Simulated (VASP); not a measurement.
**CoSi: relaxation of cell and atoms with LDA**

CoSi:

```
Co Si
1.0
     4.35214    0.00000    0.00000
     0.00000    4.35214    0.00000
     0.00000    0.00000    4.35214
Co Si
4 4
Direct
  0.14578 0.14578 0.14578
  0.35422 0.85422 0.64578
  0.64578 0.35422 0.85422
  0.85422 0.64578 0.35422
  0.84316 0.84316 0.84316
  0.65684 0.15684 0.34316
  0.34316 0.65684 0.15684
  0.15684 0.34316 0.65684
```

- Program: VASP 6.6.1
- Task: relaxation of cell and atoms
- Functional: LDA
- Potentials or basis: VASP PAW LDA potentials, release 64 (Co, Si)
- Cutoff: 600 eV
- k mesh: 8 × 8 × 8
- Occupations: methfessel-paxton, width 0.1 eV
- Spin: no spin polarisation
- Further INCAR settings: ALGO = Normal; EDIFF = 1e-07; IBRION = 2; EDIFFG = -0.005; NSW = 90; ISIF = 3

* Relaxed volume: 10.31 Å³/atom
* Relaxed cell: a = 4.353 Å, b = 4.353 Å, c = 4.353 Å, α = 90.00°, β = 90.00°, γ = 90.00°
* Space group after relaxing (to 0.05 Å): P2_13 (No. 198)
* Energy gained by relaxing: 0.0 meV/atom
* Ionic steps: 2
* Pressure after relaxing: -0.1 GPa
* Band gap on the k mesh: none (metal or under the smearing width)

Final structure:
```xyz
8
Lattice="4.3527 0.0000 0.0000 0.0000 4.3527 0.0000 0.0000 0.0000 4.3527" Properties=species:S:1:pos:R:3 pbc="T T T"
Co    0.6346    0.6346    0.6346
Co    1.5418    3.7181    2.8109
Co    2.8109    1.5418    3.7181
Co    3.7181    2.8109    1.5418
Si    3.6699    3.6699    3.6699
Si    2.8591    0.6828    1.4935
Si    1.4935    2.8591    0.6828
Si    0.6828    1.4935    2.8591
```

Levels at points of the mesh, in eV from the Fermi level:
| k point | band 24 | band 25 | band 26 | band 27 | band 28 | band 29 |
| --- | --- | --- | --- | --- | --- | --- |
| (0.00, 0.00, 0.00) | -0.83 | 0.01 | 0.01 | 0.01 | 2.76 | 2.76 |
| (0.50, 0.00, 0.00) | -0.68 | -0.51 | -0.51 | 1.10 | 1.10 | 1.68 |
| (0.50, 0.50, 0.00) | -1.07 | -0.03 | -0.03 | 0.66 | 0.66 | 2.23 |
| (0.50, 0.50, 0.50) | -1.31 | -0.23 | -0.23 | -0.23 | -0.23 | 5.76 |

Run time: 22 s on 4 MPI ranks on Intel(R) Xeon(R) 6975P-C (Granite Rapids) (shared host), peak memory 0.24 GiB a rank.

Spin polarisation is off, so any magnetic state and its effect on volume and gap are missing.
